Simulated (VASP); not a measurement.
```
CELL_PARAMETERS angstrom
      4.07178     0.00000     0.00000
      0.00000     4.05393     0.00000
      0.00000     0.00000     5.15519
ATOMIC_POSITIONS crystal
  Pb 0.50000 0.00000 0.76500
  Pb 0.00000 0.50000 0.23500
  O  0.50000 0.50000 0.00000
  O  0.00698 0.00000 0.00000
```

These are PBE GGA, VASP's PBE PAW potentials (set 64) (plane waves; VASP) values and carry that method's errors. Run with PREC = Single, 520 eV cut-off, 5×5×4 Γ-centred mesh, Gaussian smearing of 0.050 eV, potentials Pb_d O.

Question: Which forces act on the atoms, in eV/Å?

Answer: 
```tsv
atom	Fx	Fy	Fz
Pb1	0.059	0.000	0.418
Pb2	0.018	0.000	-0.424
O3	0.083	0.000	0.026
O4	-0.160	0.000	-0.020
```

Question: Give the stress tensor in GPa (positive for a compressed cell).

Answer: 
```
-0.72   0.00  -0.12
 0.00  -0.51   0.00
-0.12   0.00  -0.80
```
The pressure is its mean diagonal, -0.68 GPa.

The compound is PbO in the litharge structure. The cell was not relaxed at this level. The run is one of a series of settings (PREC = Single against the base run), some of them coarse on purpose.
